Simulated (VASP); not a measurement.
These are LDA (Ceperley-Alder, Perdew-Zunger), VASP's LDA PAW potentials (set 64) (plane waves; VASP) values and carry that method's errors.

A VASP calculation is set up with these files.

KPOINTS:
```
Automatic mesh
0
G
  8 8 5
0 0 0
```

File POSCAR:
```
SiC
1.0
  1.5137917989  -2.6219640716   0.0000000000
  1.5137917989   2.6219640716   0.0000000000
  0.0000000000   0.0000000000   4.9660133286
Si C
2 2
Cartesian
  1.5137917989  -0.8739897718   2.4812315246
  1.5137917989   0.8739897718   4.9642381889
  1.5137917989  -0.8739897718   4.3470368022
  1.5137917989   0.8739897718   1.8640301379
```

### INCAR
```
ISMEAR = 0   ! Gaussian
ISIF = 4   ! ions and shape, fixed volume
LWAVE = .False.
LASPH = .True.
NELM = 100   ! most electronic steps
ENCUT = 520   ! plane-wave cut-off (eV)
LREAL = .False.
NSW = 30
ALGO = Normal   ! blocked Davidson
LCHARG = .False.
EDIFF = 1E-7   ! SCF stop (eV)
EDIFFG = -0.01   ! ionic stop
SIGMA = 0.05   ! width (eV)
PREC = Accurate
IBRION = 2   ! conjugate gradients
SYSTEM = SiC
```

POTCAR, in this order: Si C (LDA.64 set). Program: vasp_std.

Output

OUTCAR:
```
 ion  position               nearest neighbor table
   1  0.667  0.333  0.500-   4 1.85   4 1.85   4 1.85   3 1.87   2 3.04   2 3.04   2 3.04   2 3.04
                             2 3.04   2 3.04
   2  0.333  0.667  1.000-   3 1.85   3 1.85   3 1.85   4 1.87   1 3.04   1 3.04   1 3.04   1 3.04
                             1 3.04   1 3.04
   3  0.667  0.333  0.875-   2 1.85   2 1.85   2 1.85   1 1.87
   4  0.333  0.667  0.375-   1 1.85   1 1.85   1 1.85   2 1.87
  LATTYP: Found a hexagonal cell.
 ALAT       =     3.0275833933
 C/A-ratio  =     1.6402564962
 Subroutine PRICEL returns:
 Original cell was already a primitive cell.
 Subroutine GETGRP returns: Found 12 space group operations
The static configuration has the point symmetry C_3v.
 The point group associated with its full space group is C_6v.
The dynamic configuration has the point symmetry C_3v.
 Subroutine INISYM returns: Found 12 space group operations
 Subroutine IBZKPT returns following result:
 Found     30 irreducible k-points:

 Following reciprocal coordinates:
            Coordinates               Weight
  0.000000  0.000000  0.000000      1.000000
  0.125000 -0.000000  0.000000      6.000000
  0.250000 -0.000000  0.000000      6.000000
...
```

### OSZICAR
```
       N       E                     dE             d eps       ncg     rms          rms(c)
DAV:   1     0.322449259593E+02    0.32245E+02   -0.75213E+03   720   0.120E+03
DAV:   2    -0.348844930097E+02   -0.67129E+02   -0.61407E+02  1084   0.189E+02
DAV:   3    -0.376099681829E+02   -0.27255E+01   -0.27116E+01   956   0.383E+01
DAV:   4    -0.376399056929E+02   -0.29938E-01   -0.29920E-01   900   0.480E+00
DAV:   5    -0.376404189121E+02   -0.51322E-03   -0.51303E-03   936   0.592E-01    0.136E+01
DAV:   6    -0.334515872823E+02    0.41888E+01   -0.12135E+01   884   0.224E+01    0.626E+00
DAV:   7    -0.332883361655E+02    0.16325E+00   -0.10791E+00   912   0.700E+00    0.254E+00
DAV:   8    -0.332500283827E+02    0.38308E-01   -0.63003E-02   860   0.180E+00    0.648E-01
DAV:   9    -0.332461240873E+02    0.39043E-02   -0.74022E-03   884   0.648E-01    0.128E-01
DAV:  10    -0.332461583826E+02   -0.34295E-04   -0.40994E-04   872   0.162E-01    0.617E-02
DAV:  11    -0.332461596543E+02   -0.12717E-05   -0.12377E-05   912   0.339E-02    0.196E-02
DAV:  12    -0.332461582438E+02    0.14105E-05   -0.26915E-06   896   0.107E-02    0.421E-03
DAV:  13    -0.332461581974E+02    0.46445E-07   -0.56278E-07   888   0.471E-03
   1 F= -.33246158E+02 E0= -.33246158E+02  d E =-.332462E+02
       N       E                     dE             d eps       ncg     rms          rms(c)
DAV:   1    -0.332461733539E+02   -0.15110E-04   -0.33965E-03   848   0.497E-01    0.357E-02
DAV:   2    -0.332461550739E+02    0.18280E-04   -0.97277E-05   928   0.898E-02    0.168E-02
DAV:   3    -0.332461432748E+02    0.11799E-04   -0.19115E-05   924   0.393E-02    0.385E-03
DAV:   4    -0.332461432655E+02    0.93128E-08   -0.41145E-06   912   0.149E-02    0.263E-03
DAV:   5    -0.332461432516E+02    0.13848E-07   -0.94311E-08   572   0.291E-03
   2 F= -.33246143E+02 E0= -.33246143E+02  d E =0.149457E-04
       N       E                     dE             d eps       ncg     rms          rms(c)
DAV:   1    -0.332461797140E+02   -0.36449E-04   -0.12793E-03   832   0.305E-01    0.222E-02
DAV:   2    -0.332461725926E+02    0.71215E-05   -0.36436E-05   920   0.550E-02    0.104E-02
DAV:   3    -0.332461680525E+02    0.45400E-05   -0.73767E-06   912   0.243E-02    0.239E-03
DAV:   4    -0.332461680405E+02    0.11983E-07   -0.15602E-06   908   0.919E-03    0.163E-03
DAV:   5    -0.332461680354E+02    0.51436E-08   -0.35210E-08   496   0.178E-03
   3 F= -.33246168E+02 E0= -.33246168E+02  d E =-.983803E-05
```

OUTCAR:
```
------------------------ aborting loop because EDIFF is reached ----------------------------------------
  FORCE on cell =-STRESS in cart. coord.  units (eV):
  Direction    XX          YY          ZZ          XY          YZ          ZX
  --------------------------------------------------------------------------------------
  Total        1.8400119      1.8400116      1.8417567      0.0000000     -0.0000000      0.0000000
  in kB       74.7825822     74.7825685     74.8534933      0.0000000     -0.0000000      0.0000000
  external PRESSURE =      74.8062147 kB  Pullay stress =       0.0000000 kB
  volume of cell :       39.42
      direct lattice vectors                 reciprocal lattice vectors
     1.513654351 -2.621726001  0.000000000     0.330326405 -0.190714056 -0.000000000
     1.513654351  2.621726001  0.000000000     0.330326405  0.190714056  0.000000000
     0.000000000 -0.000000000  4.966915256     0.000000000  0.000000000  0.201332205
  FREE ENERGIE OF THE ION-ELECTRON SYSTEM (eV)
  ---------------------------------------------------
  free  energy   TOTEN  =       -33.2461680354 eV

  energy  without entropy=      -33.2461680354  energy(sigma->0) =      -33.24616804

 reached required accuracy - stopping structural energy minimisation
```
(Selected blocks of OUTCAR.)

File CONTCAR:
```
SiC
   1.00000000000000
     1.5136543512710259   -2.6217260013425356    0.0000000000000000
     1.5136543512710259    2.6217260013425356    0.0000000000000000
     0.0000000000000000   -0.0000000000000000    4.9669152564219834
  Si              C
     2     2
Direct
     0.6666669999999968    0.3333330000000032    0.4996013878415774
     0.3333330000000032    0.6666669999999968    0.9996013878415774
     0.6666669999999968    0.3333330000000032    0.8753986121584226
     0.3333330000000032    0.6666669999999968    0.3753986121584226
```

The compound is SiC in the wurtzite structure, the rare 2H polytype. This cell is one point of a volume scan, at 0.97 of the reference volume. Symmetry was kept, so distortions that lower it aren't found.
